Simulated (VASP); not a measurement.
# TiTe2 with MS2: from relaxation to properties, part 2 of 2

Wanted: the relaxed cell of TiTe2 and its properties. The start is a cell from a database of measured crystal structures.

VASP 6.6.1; MS2, no spin polarisation; plane waves and PAW (Te, Ti_sv).

Still holding for the runs below: This run has no spin polarisation, although Ti can carry a moment. The k-mesh is coarse for a metal.

So far. Step 10 (Volume scan with MS2 (run 3)): The pressure falls from 2.91 to 1.38 GPa. Step 10 (Volume scan with MS2 (run 3)): The run ends at a pressure of 1.38 GPa, with forces up to 0.20 eV/Å.

### 11. Volume scan with MS2 (run 4)

The input, INCAR:

```
SYSTEM = TiTe2
PREC = Accurate
ENCUT = 400
EDIFF = 1E-06
NELM = 100
ISMEAR = 0
SIGMA = 0.05
LREAL = .FALSE.
ALGO = Normal
METAGGA = MS2
LASPH = .TRUE.
LORBIT = 11
LWAVE = .FALSE.
LCHARG = .FALSE.
ISIF = 2
```

The input, POSCAR:

```
TiTe2
1.0
    3.7546070291      0.0000000000      0.0000000000
   -1.8773035146      3.2515850685      0.0000000000
    0.0000000000      0.0000000000      6.4464349873
Te Ti
2 1
Direct
    0.3333333333      0.6666666667      0.7366472200
    0.6666666667      0.3333333333      0.2633527800
    0.0000000000      0.0000000000      0.0000000000
```

The input, KPOINTS:

```
Automatic mesh
0
Gamma
7 7 4
0 0 0
```

PAW data sets: Te and Ti_sv (PBE family, release 64).

Command:

```bash
$ mpirun -np 1 vasp_std
```

The job ended after 1.7 min (1 MPI rank of Intel Xeon Platinum 8488C (Sapphire Rapids), shared host; peak memory 0.18 GiB).

The pressure falls from 1.38 to 0.00 GPa.

The run ends at a pressure of 0.00 GPa, with forces up to 0.0063 eV/Å.

### 12. Volume scan with MS2 (run 5)

INCAR is that of step 11.

The input, POSCAR:

```
TiTe2
1.0
    3.7794727010      0.0000000000      0.0000000000
   -1.8897363505      3.2731193720      0.0000000000
    0.0000000000      0.0000000000      6.4891278539
Te Ti
2 1
Direct
    0.3333333333      0.6666666667      0.7366472200
    0.6666666667      0.3333333333      0.2633527800
    0.0000000000      0.0000000000      0.0000000000
```

KPOINTS is that of step 11.

Command:

```bash
$ mpirun -np 1 vasp_std
```

Wall time 2.8 min (1 MPI rank); peak memory 0.19 GiB.

The pressure falls from 0.00 to -1.30 GPa.

The run ends at a pressure of -1.30 GPa, with forces up to 0.17 eV/Å.

### 13. Volume scan with MS2 (run 6)

INCAR is that of step 12.

The input, POSCAR:

```
TiTe2
1.0
    3.8040154192      0.0000000000      0.0000000000
   -1.9020077096      3.2943739895      0.0000000000
    0.0000000000      0.0000000000      6.5312662285
Te Ti
2 1
Direct
    0.3333333333      0.6666666667      0.7366472200
    0.6666666667      0.3333333333      0.2633527800
    0.0000000000      0.0000000000      0.0000000000
```

KPOINTS is that of step 12.

Command:

```bash
$ mpirun -np 1 vasp_std
```

Elapsed: 3.7 min, on 1 MPI rank; peak memory 0.2 GiB.

The pressure falls from -1.30 to -2.42 GPa.

The run ends at a pressure of -2.42 GPa, with forces up to 0.34 eV/Å.

### 14. Volume scan with MS2 (run 7)

A prediction first. A parabola through the 6 pressures of evenly scaled cells so far, P = -0.02 -66.6 t +131 t² GPa with t = ln(V/V₁) and V₁ the volume at scale 1, gives -3.45 GPa at t = +0.0583.

INCAR is that of step 13.

The input, POSCAR:

```
TiTe2
1.0
    3.8282454700      0.0000000000      0.0000000000
   -1.9141227351      3.3153578290      0.0000000000
    0.0000000000      0.0000000000      6.5728677720
Te Ti
2 1
Direct
    0.3333333333      0.6666666667      0.7366472200
    0.6666666667      0.3333333333      0.2633527800
    0.0000000000      0.0000000000      0.0000000000
```

KPOINTS is that of step 13.

Command:

```bash
$ mpirun -np 1 vasp_std
```

The job ended after 3 min (1 MPI rank; peak memory 0.2 GiB).

The pressure falls from -2.42 to -3.43 GPa. The parabola predicted -3.45 GPa, -0.02 GPa off.

### 15. The series together

Times are for 1 MPI rank of Intel Xeon Platinum 8488C (Sapphire Rapids), shared host. The runs compared:

| no. | volume scale | energy above the lowest point (meV/atom) | pressure (GPa) | time | memory (GiB) |
| --- | --- | --- | --- | --- | --- |
| 1 | 0.94 | 23.29 | 4.604 | 2.4 min | 0.18 |
| 2 | 0.96 | 10.37 | 2.914 | 1.9 min | 0.18 |
| 3 | 0.98 | 2.76 | 1.384 | 2 min | 0.18 |
| 4 | 1 | 0 | -9.65e-4 | 1.7 min | 0.18 |
| 5 | 1.02 | 1.85 | -1.305 | 2.8 min | 0.19 |
| 6 | 1.04 | 7.09 | -2.417 | 3.7 min | 0.2 |
| 7 | 1.06 | 16.18 | -3.433 | 3 min | 0.2 |

### 16. Fit for MS2

This step: Birch-Murnaghan fit, MS2; plane waves and PAW (VASP 6.6.1).

No new run; the numbers come from the runs before.

This step gave:

```yaml
pressure_derivative_of_the_bulk_modulus: 4.571
r_m_s_error_of_the_fit: 7.73e-5 eV/atom
minimum_inside_the_sampled_range: yes
bulk_modulus: 65.41 GPa
equilibrium_volume_of_the_fit: 26.29 Å³/atom
```

The energy above the fitted minimum by volume:

| volume (Å³/atom) | energy above the fitted minimum (eV/atom) |
| --- | --- |
| 24.66 | 0.0232 |
| 25.18 | 0.0103 |
| 25.71 | 0.00271 |
| 26.23 | -4.9e-5 |
| 26.76 | 0.00180 |
| 27.28 | 0.00704 |
| 27.81 | 0.0161 |

The fitted volume lies +0.22 % from the relaxed one. At a finite cutoff and mesh the minimum of the energy and the zero of the stress don't quite coincide, and the relaxation stops at a threshold. The atoms bear forces along the scan, since they were held; freeing them would lower the modulus.

### 17. Field gradients at the nuclei (MS2)

This step: MS2, no spin polarisation; plane waves and PAW (Te, Ti_sv) (VASP 6.6.1).

Field gradients probe how far the charge around each nucleus departs from cubic symmetry; LASPH keeps the non-spherical terms inside the spheres.

Changes to INCAR since step 14:

```diff
@@ -3,3 +3,3 @@
 ENCUT = 400
-EDIFF = 1E-06
+EDIFF = 1E-07
 NELM = 100
@@ -14,2 +14,2 @@
 LCHARG = .FALSE.
-ISIF = 2
+LEFG = .TRUE.
```

The input, POSCAR:

```
TiTe2
1.0
    3.7546070291      0.0000000000      0.0000000000
   -1.8773035146      3.2515850685      0.0000000000
    0.0000000000      0.0000000000      6.4464349873
Te Ti
2 1
Direct
    0.3333333333      0.6666666667      0.7366472200
    0.6666666667      0.3333333333      0.2633527800
    0.0000000000      0.0000000000      0.0000000000
```

KPOINTS is that of step 14.

Command:

```bash
$ mpirun -np 1 vasp_std
```

Wall time 3.2 min (1 MPI rank); peak memory 0.18 GiB.

This step gave:

* SCF cycles: 39
* free energy (TOTEN): -12.57 eV
* energy at zero smearing: -12.57 eV
* Fermi energy: 7.097 eV
* pressure: -0.006313 GPa

Electric field gradients, by row:

| atom | Vxx (V/Å²) | Vyy (V/Å²) | Vzz (V/Å²) | asymmetry |
| --- | --- | --- | --- | --- |
| Te1 | 23.16 | 23.16 | -46.31 | 0 |
| Te2 | 23.16 | 23.16 | -46.31 | 0 |
| Ti3 | 12.2 | 12.19 | -24.39 | 0 |

The largest gradient, -46.31 V/Å², sits on Te1 and like sites; the stable nuclei of Te have no quadrupole moment in their ground state, so NMR and NQR don't see it.

### 18. Zone-centre phonons (MS2)

Zone-centre modes test whether the atoms sit at a minimum within this cell. IBRION = 6 takes the force constants from differences of forces between displaced cells, so the forces must be tight.

Changes to INCAR since step 17:

```diff
@@ -3,3 +3,3 @@
 ENCUT = 400
-EDIFF = 1E-07
+EDIFF = 1E-08
 NELM = 100
@@ -14,2 +14,6 @@
 LCHARG = .FALSE.
-LEFG = .TRUE.
+IBRION = 6
+NFREE = 2
+POTIM = 0.015
+ISIF = 2
+NSW = 1
```

POSCAR is that of step 17.

KPOINTS is that of step 17.

Command:

```bash
$ mpirun -np 1 vasp_std
```

Elapsed: 20 min, on 1 MPI rank; peak memory 0.28 GiB.

The run was stopped at its time limit, by a STOPCAR file.

More ranks or a longer limit would be the way on.

### 19. Bands along the symmetry lines (MS2), changed input

Levels along the symmetry lines show where the bands peak and cross; KPOINTS_OPT computes them in the converged potential. Some settings are moved from the usual, to see what they do.

The input, INCAR:

```
SYSTEM = TiTe2
PREC = Accurate
ENCUT = 400
EDIFF = 1E-06
NELM = 100
ISMEAR = 0
SIGMA = 0.05
LREAL = .FALSE.
ALGO = Normal
METAGGA = MS2
LASPH = .TRUE.
LORBIT = 11
LWAVE = .FALSE.
LCHARG = .FALSE.
```

POSCAR is that of step 18.

The input, KPOINTS:

```
Automatic mesh
0
Gamma
4 4 2
0 0 0
```

The input, KPOINTS_OPT:

```
Line mode
16
Line-mode
Reciprocal
  0.00000000   0.00000000   0.00000000 GAMMA
  0.50000000   0.00000000   0.00000000 M

  0.50000000   0.00000000   0.00000000 M
  0.33333333   0.33333333   0.00000000 K

  0.33333333   0.33333333   0.00000000 K
  0.00000000   0.00000000   0.00000000 GAMMA

  0.00000000   0.00000000   0.00000000 GAMMA
  0.00000000   0.00000000   0.50000000 A

  0.00000000   0.00000000   0.50000000 A
  0.50000000   0.00000000   0.50000000 L

  0.50000000   0.00000000   0.50000000 L
  0.33333333   0.33333333   0.50000000 H

  0.33333333   0.33333333   0.50000000 H
  0.00000000   0.00000000   0.50000000 A

  0.50000000   0.00000000   0.50000000 L
  0.50000000   0.00000000   0.00000000 M

  0.33333333   0.33333333   0.00000000 K
  0.33333333   0.33333333   0.50000000 H
```

Command:

```bash
$ mpirun -np 1 vasp_std
```

Elapsed: 3.4 min, on 1 MPI rank; peak memory 0.18 GiB.

The run converged; its settings lie outside those of the reference runs, so its numbers are set aside.

Against the sound run on this cell (bands along the symmetry lines (MS2)) the energy at zero smearing moves by +21.4 meV an atom and the pressure by +0.05 GPa.

Settings moved from the usual: k-mesh = 4×4×2.

The mesh holds 8 irreducible points against 28.

### 20. Outcome

```json
{
  "relaxed volume": "26.23 Å³/atom",
  "relaxed conventional cell a, b, c": "3.755, 3.755, 6.446 Å; angles 90.0, 90.0, 120.0°",
  "space group after relaxing, within 0.02 Å": "P-3m1 (No. 164)",
  "band gap": "none, a metal",
  "DOS at the Fermi level": "1.17 states/eV/cell",
  "bulk modulus from the fit": "65.4 GPa",
  "volume from the fit": "26.3 Å³/atom",
  "largest field gradient Vzz": "-46.31 V/Å² on Te1"
}
```

What this shows: With MS2, TiTe2 relaxes to 26.23 Å³/atom in space group P-3m1 (held by the symmetry of the run), comes out as a metal and has a bulk modulus of 65.4 GPa at fixed shape and positions, an upper bound. Against the listed cell the volume lies -2.0 % (a -0.6 %, c -0.8 %). Not obtained: elastic tensor by finite strains (MS2), because the run crashed. Not obtained: zone-centre phonons (MS2), because the run hit its time limit. Bands along the symmetry lines (MS2): Of the bands kept, 4 cross the Fermi level on this path. Spin-orbit coupling is left out, and with elements this heavy it would split and shift bands near the Fermi level. The k-sampling is coarse for a metal, so the Fermi level, pressures and the shape of the cell carry errors. Magnetism was not tested. The bonds form layers, and without a dispersion term the spacing between them, and what depends on it, is unreliable. No search among competing phases was made, and a listed structure need not be the one stable at ambient conditions. All values are for a static lattice at zero temperature.

[Lines on the potential files, build, host, timing and source positions are cut from VASP's logs without a mark.]

[Logs are printed without paths, hosts, clocks, repeated set-up lines and the standing remarks that a program may print on its own settings, such as how far it seeks lower states.]

[Hosts, paths, dates, database ids (printed as entryN), source tags and the programs' standing remarks are cut or masked in the printed files.]

[A measured line is paired with the nearest computed mode of its activity, which favours agreement.]
